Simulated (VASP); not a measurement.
Given:

```yaml
crystal:
  lattice:
    - [0.00000, 3.04000, 3.04000]
    - [3.04000, 0.00000, 3.04000]
    - [3.04000, 3.04000, 0.00000]
  atoms:
    - { symbol: Sr, position: [0.00000, 0.00000, 0.00000] }
```

These are PBE GGA, VASP's PBE PAW potentials (set 64) (plane waves; VASP) values and carry that method's errors. Numerical set-up: 400 eV cut-off, 9×9×9 Γ-centred mesh, first-order Methfessel-Paxton smearing of 0.10 eV, potentials Sr_sv.

Estimate the energy per atom (σ→0).

```yaml
energy per atom (σ→0): -1.632 eV/atom
```

Total energies compare only between runs with the same potentials, cut-off and functional.

The compound is Sr in the fcc structure. The cell was not relaxed at this level.
